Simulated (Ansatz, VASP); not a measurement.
**AgRh in VASP and in Ansatz**

Contents of INCAR:

```
PREC = Accurate
ENCUT = 520
EDIFF = 1E-6
ISMEAR = -1
SIGMA = 0.05
LREAL = False
LASPH = True
NELM = 60
ALGO = Fast
ISIF = 2
LWAVE = False
LCHARG = True
GGA = PE
LELF = True
LVHAR = True
NBANDS = 20
```

File KPOINTS:

```
regular mesh
0
Gamma
  11 11 6
```

File POSCAR:

```
AgRh
1.0
    2.7959833597      0.0000000000      0.0000000000
   -1.3979916799      2.4213926181      0.0000000000
    0.0000000000      0.0000000000      4.8404479744
Ag Rh
1 1
Direct
    0.0000000000      0.0000000000      0.5000000000
    0.6666666667      0.3333333333      0.0000000000
```

File input.yaml:

```yaml
crystal:
  lattice:
    - [2.7959833597, 0.0, 0.0]
    - [-1.3979916799, 2.4213926181, 0.0]
    - [0.0, 0.0, 4.8404479744]
  atoms:
    - { symbol: Ag, position: [0.0, 0.0, 0.5] }
    - { symbol: Rh, position: [0.6666666667, 0.3333333333, 0.0] }
hamiltonian:
  xc: pbe
  pseudopotentials: { kind: paw, source: jth }
kpoints:
  mp_grid: { grid: [11, 11, 6] }
scf:
  occupations: { method: fermi_dirac, width: 0.05 }
output:
  forces: true
  stress: true
  eigenvalues: true
  write_density: true
  write_potential: true
  elf: true
  volumetric_format: npy
```

The cell comes from a database or a generator and needn't be the stable form of this composition.

Alike in both runs: task single point; functional PBE; k mesh 11 × 11 × 6; occupations fermi-dirac, width 0.05 eV; no spin polarisation.

```csv
,VASP,Ansatz
version,VASP 6.6.1,Ansatz 0.2.0
potentials or method,"VASP PAW PBE potentials, release 64 (Ag, Rh_pv)",JTH PAW
plane-wave cutoff (eV),520,2100
valence electrons in the cell,26,28
```

|  | VASP | Ansatz | Ansatz less VASP |
| --- | --- | --- | --- |
| gap on the k mesh at the Fermi level (eV) | none | none | - |
| pressure (GPa) | -5.1 | -5.0 | +0.18 |
| largest component of the traceless stress (GPa) | 0.19 | 0.12 | -0.066 |

A gap of «none» marks a metal or a gap that the smearing closes. The two sets of potentials don't hold the same shells in valence.
